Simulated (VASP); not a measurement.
Energy against volume of Cu$_{2}$O (cuprite). All values below come from LDA (Ceperley-Alder, Perdew-Zunger), VASP's LDA PAW potentials (set 64) (plane waves; VASP 6.6.1). Numerical set-up: 520 eV cut-off, 5×5×5 Γ-centred mesh, Gaussian smearing of 0.050 eV, potentials Cu O.

| V (Å³/atom) | E (eV/atom) |
|---|---|
| 11.810 | -5.42661 |
| 12.176 | -5.43204 |
| 12.541 | -5.42741 |
| 12.906 | -5.41431 |

Problem. Fit these four points and predict the energy of the run at 11.445 Å³/atom.

Solution. A cubic in V^(−2/3), the third-order Birch-Murnaghan form, passes through the four points with V0 = 12.18 Å³/atom and B0 = 146 GPa, and gives -5.4093 eV/atom there. The run gave -5.4093 eV/atom, +0.0 meV/atom from the fit; all five points give B0 = 146 GPa.

The compound is Cu2O in the cuprite structure. It was relaxed first, which changed the volume by -6 %.
